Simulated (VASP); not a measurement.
Here is the system:

```
Tm
1.0
    1.75090    -3.03265     0.00000
    1.75090     3.03265     0.00000
    0.00000     0.00000     5.39899
Tm
2
Direct
  0.33333   0.66667   0.25000
  0.66667   0.33333   0.75000
```

All values below come from PBEsol GGA, VASP's PBE PAW potentials (set 64) (plane waves; VASP). Run with 480 eV cut-off, 12×12×6 Γ-centred mesh, first-order Methfessel-Paxton smearing of 0.10 eV, potentials Tm_3.

The 4f electrons are frozen in the core of the lanthanide potential, so 4f levels, which can set the real gap, and their magnetism are missing.

Each row applies one change to this cell, which was relaxed at other settings and keeps the small stress of the first row; at a fixed cut-off the stress holds a Pulay part, so it need not integrate to ΔE exactly. Stress is in GPa, positive when the cell is compressed.

```
change                                    ΔE (meV/atom)    σxx    σyy    σzz  largest shear component, with its sign (GPa)  largest force (eV/Å)
----------------------------------------  -------------  -----  -----  -----  --------------------------------------------  --------------------
none                                                0.0   0.08   0.08   0.22                                          0.00                 0.000
atom 1 (Tm) moved by -0.050 Å along z               3.0   0.09   0.09   0.31                                          0.00                 0.240
uniaxial strain of +1.5 % along z                   1.2  -0.26  -0.26  -1.21                                          0.00                 0.000
isotropic strain of -0.5 %                          1.4   0.85   0.85   0.96                                          0.00                 0.000
atom 1 (Tm) moved by 0.025 Å along y                0.2   0.16   0.00   0.23                                          0.00                 0.035
biaxial strain of -4.0 % in the xy plane           37.8   5.37   5.37   2.71                                          0.00                 0.000
isotropic strain of +0.5 %                          0.6  -0.65  -0.65  -0.48                                          0.00                 0.000
uniaxial strain of -2.0 % along y                   4.0   0.59   2.15   0.75                                          0.00                 0.024
biaxial strain of +4.0 % in the xz plane           30.2  -4.13  -1.69  -3.93                                          0.00                 0.036
```

Failed runs are left out, and for metals the shear rows, which the mesh's noise covers.

The compound is Tm in the hcp structure.
